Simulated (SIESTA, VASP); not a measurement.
A VASP calculation is set up with these files.

INCAR:
```
SYSTEM = CsI
PREC = Accurate
ENCUT = 300
EDIFF = 1E-6
NELM = 100
ALGO = Normal
LREAL = .FALSE.
LASPH = .TRUE.
ISMEAR = -1
SIGMA = 0.01
GGA = PE
LMAXMIX = 4
LWAVE = .FALSE.
LCHARG = .FALSE.
ISIF = 3
IBRION = 2
NSW = 50
EDIFFG = -0.01
```

### POSCAR
```
CsI
1
    4.5700000000     0.0000000000     0.0000000000
    0.0000000000     4.5700000000     0.0000000000
    0.0000000000     0.0000000000     4.5700000000
Cs I
1 1
Direct
  0.0000000000   0.0000000000   0.0000000000
  0.5000000000   0.5000000000   0.5000000000
```

File KPOINTS:
```
Automatic
0
G
 4 4 4
0 0 0
```

POTCAR, in this order: Cs_sv I (PBE.64 set). Program: vasp_std.

Write an input for SIESTA that does the same calculation.

One input that does it (GGA PBE, numerical atomic orbitals DZP, PseudoDojo PBE standard norm-conserving potentials (rewritten from UPF to PSML)):
```
# files in the folder: Cs.psml I.psml (PseudoDojo PBE standard)
SystemName  CsI
SystemLabel csi

NumberOfAtoms                2
NumberOfSpecies              2
%block ChemicalSpeciesLabel
  1 55 Cs
  2 53 I
%endblock ChemicalSpeciesLabel
LatticeConstant              4.570000 Ang
%block LatticeVectors
     1.000000000    0.000000000    0.000000000
     0.000000000    1.000000000    0.000000000
     0.000000000    0.000000000    1.000000000
%endblock LatticeVectors
AtomicCoordinatesFormat      Ang
%block AtomicCoordinatesAndAtomicSpecies
     0.000000000    0.000000000    0.000000000  1
     2.285000000    2.285000000    2.285000000  2
%endblock AtomicCoordinatesAndAtomicSpecies

XC.functional                GGA
XC.authors                   PBE
PAO.BasisSize                DZP
PAO.EnergyShift              0.01 Ry
MeshCutoff                   300 Ry
%block kgrid.MonkhorstPack
    4   0   0  0.0
    0   4   0  0.0
    0   0   4  0.0
%endblock kgrid.MonkhorstPack
OccupationFunction           FD
ElectronicTemperature        116.05 K

MaxSCFIterations             150
SCF.Mixer.Method             Broyden
SCF.Mixer.Weight             0.2
SCF.Mixer.History            8
SCF.DM.Tolerance             1.0E-04
Diag.ParallelOverK           true
MD.TypeOfRun                 Broyden
MD.Steps                     40
MD.MaxForceTol               0.02 eV/Ang
MD.VariableCell              true
MD.MaxStressTol              0.05 GPa
WriteForces                  true
Charge.Mulliken              end
```
The two runs describe the same crystal, functional and task. Each code takes its own potentials, basis and convergence tests.

The structure is a typed CsI crystal (Pm-3m).
